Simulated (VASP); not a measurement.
ZrOs: single point with LDA

The system is ZrOs.

```
Zr Os
1.0
     3.26300    0.00000    0.00000
     0.00000    3.26300    0.00000
     0.00000    0.00000    3.26300
Zr Os
1 1
Direct
  0.50000 0.50000 0.50000
  0.00000 0.00000 0.00000
```

| Property | Result |
| --- | --- |
| Program | VASP 6.6.1 |
| Task | single point |
| Functional | LDA |
| Potentials or basis | VASP PAW LDA potentials, release 64 (Zr_sv, Os) |
| Cutoff | 520 eV |
| k mesh | 14 × 14 × 14 |
| Occupations | gaussian, width 0.15 eV |
| Spin | no spin polarisation |
| Dipole correction | no |
| Further INCAR settings | ALGO = Normal; EDIFF = 1e-06; NBANDS = 17 |

```json
{"Pressure": "-7.2 GPa", "Band gap on the k mesh": "none (metal or under the smearing width)"}
```

Levels at points of the mesh, in eV from the Fermi level:
| k point | band 8 | band 9 | band 10 | band 11 | band 12 | band 13 |
| --- | --- | --- | --- | --- | --- | --- |
| (0.00, 0.00, 0.00) | -1.56 | -1.56 | -1.56 | 2.13 | 2.13 | 5.21 |
| (0.50, 0.00, 0.00) | -1.63 | -1.63 | -1.10 | -0.66 | 1.00 | 1.00 |
| (0.50, 0.50, 0.00) | -3.28 | 0.49 | 0.58 | 1.33 | 1.33 | 2.81 |
| (0.50, 0.50, 0.50) | -2.09 | -2.09 | -2.09 | 0.58 | 0.58 | 3.94 |

Wall time 26 s on 1 thread of Intel(R) Xeon(R) Platinum 8259CL CPU @ 2.50GHz (Skylake/Cascade Lake) (shared host), peak memory 0.19 GiB.

The run has no spin-orbit coupling, so splittings on Os are missing.
